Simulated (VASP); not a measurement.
Data:

```
Fe
1.0
   -1.42893     1.42893     1.42893
    1.42893    -1.42893     1.42893
    1.42893     1.42893    -1.42893
Fe
1
Direct
  0.00000   0.00000   0.00000
```
Starting moments (μB, in the order of the record's atoms Fe): 2.5.

Method: r2SCAN meta-GGA, VASP's PBE PAW potentials (set 64) (plane waves; VASP 6.6.1). Numerical set-up: PREC = Normal, EDIFF = 1E-5, 400 eV cut-off, 20×20×20 Γ-centred mesh, first-order Methfessel-Paxton smearing of 0.10 eV, potentials Fe.

Q: Estimate the cell moment, energy per atom (σ→0), band gap (on the k-mesh) with the smallest direct gap where there is one.

A: 
```
Property                                                    Result
------------------------  ----------------------------------------
band gap (on the k-mesh)  none (metal, semimetal or under 0.01 eV)
cell moment                                                2.65 μB
energy per atom (σ→0)                              -14359 meV/atom
```

Q: Give the moment on each site (PAW-sphere projection).

A: 
| site | moment (μB) |
|---|---|
| Fe1 | 2.71 |

Total energies compare only between runs with the same potentials, cut-off and functional.

The compound is Fe in the bcc structure. It was relaxed first.
